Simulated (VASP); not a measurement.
Level of theory: PBEsol GGA, VASP's PBE PAW potentials (set 64) (plane waves; VASP 6.6.1).

Input for VASP

**POSCAR**
```
LiCl
1
    0.0000000000     2.5308879788     2.5182335389
    2.5308879788     0.0000000000     2.5182335389
    2.5308879788     2.5308879788     0.0000000000
Li Cl
1 1
Direct
  0.0000000000   0.0000000000   0.0000000000
  0.5000000000   0.5000000000   0.5000000000
```

KPOINTS:
```
Automatic mesh
0
Gamma
8 8 8
0 0 0
```

INCAR:
```
SYSTEM=LiCl
PREC=Accurate; ENCUT=600; LREAL=.False.
LASPH=.True.
EDIFF=1E-7; NELM=100; ALGO=Normal
ISMEAR=0; SIGMA=0.05
GGA=PS
ISIF=2
LWAVE=.False.; LCHARG=.False.
```

POTCAR, in this order: Li_sv Cl (PBE.64 set). Program: vasp_std.

Question: What does the run give for the energy per atom (σ→0), band gap (on the k-mesh)?

Answer: 
| Quantity | Value |
|---|---|
| energy per atom (σ→0) | -3820 meV/atom |
| band gap (on the k-mesh) | 6.39 eV |

File OSZICAR:
```
...
DAV:   6    -0.763948524093E+01    0.51898E-01   -0.11569E-01  1231   0.198E+00    0.160E+00
DAV:   7    -0.763740767805E+01    0.20776E-02   -0.40425E-02  1622   0.132E+00    0.753E-01
DAV:   8    -0.763916287270E+01   -0.17552E-02   -0.51562E-03  1344   0.607E-01    0.103E-01
DAV:   9    -0.763915858014E+01    0.42926E-05   -0.17406E-04  1429   0.119E-01    0.342E-02
DAV:  10    -0.763918519116E+01   -0.26611E-04   -0.40332E-05  1204   0.595E-02    0.184E-02
DAV:  11    -0.763918648821E+01   -0.12970E-05   -0.54568E-06  1376   0.195E-02    0.750E-03
DAV:  12    -0.763918646499E+01    0.23215E-07   -0.37732E-07  1230   0.575E-03
   1 F= -.76391865E+01 E0= -.76391865E+01  d E =-.680858E-17
```

The compound is LiCl in the rock salt structure. This cell was strained or had an atom moved on purpose.
